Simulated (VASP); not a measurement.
VASP runs on InAs (zinc blende) share one base input (PBE GGA, plane waves, VASP's PBE PAW potentials (set 64)) and change the settings named in each case.

INCAR:
```
SYSTEM  =  InAs
PREC  =  Accurate; ENCUT  =  400; LREAL  =  F
LASPH  =  T
EDIFF  =  1E-6; NELM  =  100; ALGO  =  Normal
LMAXMIX  =  4
ISMEAR  =  0; SIGMA  =  0.05
GGA  =  PE
ISIF  =  2
LWAVE  =  F; LCHARG  =  F
```

### POSCAR
```
InAs
1
    0.0000000000     3.0300000000     3.0300000000
    3.0300000000     0.0000000000     3.0300000000
    3.0300000000     3.0300000000     0.0000000000
In As
1 1
Direct
  0.0000000000   0.0000000000   0.0000000000
  0.2500000000   0.2500000000   0.2500000000
```

### KPOINTS
```
Automatic mesh
0
Gamma
 7 7 7
0 0 0
```

POTCAR, in this order: In_d As (PBE.64 set). Program: vasp_std.

```
change                                      E(σ→0) (eV/atom)  pressure (GPa)
------------------------------------------  ----------------  --------------
base run                                             -3.8366            3.56
ENCUT = 520, POTCAR In_d As_d (PBE.64 set)           -3.8415             ___
ENCUT = 520, POTCAR In As (PBE.64 set)               -3.8182            4.41
ENCUT = 520                                          -3.8366            3.59
ENCUT = 800                                          -3.8367            3.61
```

Task: Complete the blanks.

Result: 
- ENCUT = 520, POTCAR In_d As_d (PBE.64 set), pressure (GPa): 3.53

Energies of different potentials or functionals have different zeros. Unless said otherwise, spin-orbit coupling is left out, though it shifts the bands of the heavy elements here.

Left out are runs that ran out of time, are held back, or changed the cell or the kind of run, fixed moments of cells without a moment, rows past the twelfth, gaps on odd meshes, pressures of charged cells and columns that move by less than the noise.

The compound is InAs in the zinc blende structure. The cell was not relaxed at this level.
